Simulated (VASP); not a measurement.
Given:

```
CELL_PARAMETERS angstrom
     -4.33673     4.33673     1.88164
      4.33673    -4.33673     1.88164
      4.33673     4.33673    -1.88164
ATOMIC_POSITIONS crystal
  Ti 0.29228 0.00293 0.29521
  Ti 0.70772 0.99707 0.70479
  Ti 0.00293 0.70772 0.71065
  Ti 0.99707 0.29228 0.28935
  O  0.49889 0.15086 0.64975
  O  0.50111 0.84914 0.35025
  O  0.15086 0.50111 0.65197
  O  0.84914 0.49889 0.34803
  O  0.16149 0.84035 0.00184
  O  0.83851 0.15965 0.99816
  O  0.84035 0.83851 0.67885
  O  0.15965 0.16149 0.32115
```

These are PBEsol GGA, VASP's PBE PAW potentials (set 64) (plane waves; VASP) values and carry that method's errors. Settings: 520 eV cut-off, 6×6×6 Γ-centred mesh, Gaussian smearing of 0.050 eV, potentials Ti_sv O.

Q: Estimate the energy per atom (σ→0), band gap (on the k-mesh) with the smallest direct gap where there is one.

A: 
```yaml
band gap (on the k-mesh): 1.57 eV
smallest direct gap (on the k-mesh): 2.28 eV
energy per atom (σ→0): -9.328 eV/atom
```

Only differences to runs with the same potentials and settings are physical.

The structure comes from a computed database's TiO2 entry (I4/m); how it stands against other phases isn't given here. It was relaxed first. The start is the result of an earlier pass.
